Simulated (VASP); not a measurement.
Input:

```xyz
2
Lattice="0.0000 2.5824 2.5824 2.5824 0.0000 2.5824 2.5824 2.5824 0.0000" Properties=species:S:1:pos:R:3 pbc="T T T"
Mg     0.0000     0.0000     0.0000
S      2.5824     2.5824     2.5824
```

All values below come from PBE GGA with D4 dispersion, VASP's PBE PAW potentials (set 64) (plane waves; VASP). Numerical set-up: 520 eV cut-off, Gaussian smearing of 0.050 eV, potentials Mg S.

**Question.** Give the energies of bands 2 to 7 at the high-symmetry points, in eV from the valence-band maximum.

**Answer.** 
| band | Γ | X | U | L | W |
|---|---|---|---|---|---|
| 2 | 0.00 | -4.31 | -3.80 | -4.95 | -3.32 |
| 3 | 0.00 | -1.73 | -3.27 | -0.61 | -3.32 |
| 4 | 0.00 | -1.73 | -1.41 | -0.61 | -2.42 |
| 5 | 3.89 | 2.82 | 3.94 | 4.58 | 5.34 |
| 6 | 7.94 | 4.33 | 6.73 | 6.93 | 7.99 |
| 7 | 7.94 | 12.23 | 9.79 | 6.93 | 7.99 |

The gap is indirect, 2.82 eV, from the valence maximum at Γ to the conduction minimum at X.

The compound is MgS in the rock salt structure. It was relaxed first.
